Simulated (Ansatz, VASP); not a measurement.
## One calculation of LaBe, two programs

```
La Be
1.0
     0.00000    2.74262    2.74262
     2.74262    0.00000    2.74262
     2.74262    2.74262    0.00000
La Be
1 1
Cartesian
  2.7426 2.7426 2.7426
  0.0000 0.0000 0.0000
```

Alike in both runs: task single point; functional PBE; k mesh 6 × 6 × 6; occupations gaussian, width 0.1 eV; no spin polarisation.

```csv
,VASP,Ansatz
version,VASP 6.6.1,Ansatz 0.2.0
potentials or method,"VASP PAW PBE potentials, release 64 (La, Be)","scalar-relativistic, plane waves, PAW"
plane-wave cutoff (eV),520,420
valence electrons in the cell,13,13
```

VASP gave:

| Quantity | Value |
| --- | --- |
| gap on the k mesh at the Fermi level (eV) | none |
| pressure (GPa) | 13.8 |

Task: Which values does Ansatz return?

Result: gap on the k mesh at the Fermi level (eV): none; pressure (GPa): 13.7.

A gap of «none» marks a metal or a gap that the smearing closes. With one functional, cell and mesh, what is left measures potentials, basis and numerics.

Spin-orbit coupling is left out, which matters for the levels of La.
